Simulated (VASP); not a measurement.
A cell of Ni (fcc) near equilibrium:

```yaml
crystal:
  lattice:
    - [0.00000, 1.73813, 1.73813]
    - [1.73813, 0.00000, 1.73813]
    - [1.73813, 1.73813, 0.00000]
  atoms:
    - { symbol: Ni, position: [0.00000, 0.00000, 0.00000], spin: 0.8 }
```

These are r2SCAN meta-GGA, VASP's PBE PAW potentials (set 64) (plane waves; VASP 6.6.1) values and carry that method's errors.

| run | ΔE (meV/atom) | σxx | σyy | σzz | largest shear component, with its sign (GPa) | largest force (eV/Å) | moment (μB) |
|---|---|---|---|---|---|---|---|
| as it is | 0.0 | 0.92 | 0.92 | 0.92 | 0.00 | 0.000 | 0.75 |
| after one change | 1.8 | -3.72 | -2.47 | -3.72 | 0.00 | 0.000 | 0.76 |
Stress is in GPa, positive when the cell is compressed.

Task: Which change was made?
A) uniaxial strain of -1.0 % along x
B) biaxial strain of +1.0 % in the xz plane
C) isotropic strain of +0.5 %
D) biaxial strain of -0.5 % in the xy plane

Result: B, biaxial strain of +1.0 % in the xz plane

The compound is Ni in the fcc structure. The spin order is the one that the start imposed; others were not tried in this run.
